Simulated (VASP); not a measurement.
The system is ClSiBrH2, in a box.

```xyz
5
Lattice="12.0000 0.0000 0.0000 0.0000 12.0000 0.0000 0.0000 0.0000 12.0000" Properties=species:S:1:pos:R:3 pbc="T T T"
Cl    4.8980    5.4842    7.5106
Si    5.9549    5.9433    5.8261
Br    4.8127    7.3407    4.5575
H     6.1820    4.7013    5.0620
H     7.2134    6.6019    6.2270
```

Base run:

```yaml
Program: VASP 6.6.1
Functional: PBE
Potentials_or_basis: VASP PAW PBE potentials, release 64 (Cl, Si, Br, H)
Cutoff: 520 eV
k_mesh: 1 × 1 × 1
Occupations: gaussian, width 0.01 eV
Spin: no spin polarisation
```

Its results: gap between the frontier levels 5.96 eV; largest force 0.235 eV/Å.

**Question.** After a change of settings the same cell gave: gap between the frontier levels 6.67 eV; largest force 0.115 eV/Å. Which change was it?
A. further incar settings from ALGO = Normal; EDIFF = 1e-07; NBANDS = 18 to ALGO = Normal; EDIFF = 1e-06; dispersion from none to TS
B. further incar settings from ALGO = Normal; EDIFF = 1e-07; NBANDS = 18 to ALGO = Normal; EDIFF = 1e-06
C. functional from PBE to SCAN; further incar settings from ALGO = Normal; EDIFF = 1e-07; NBANDS = 18 to ALGO = Normal; EDIFF = 1e-07

**Answer.** C.

Caveats: the PAW data sets were made with another functional, which shifts forces and pressure a little (some runs).
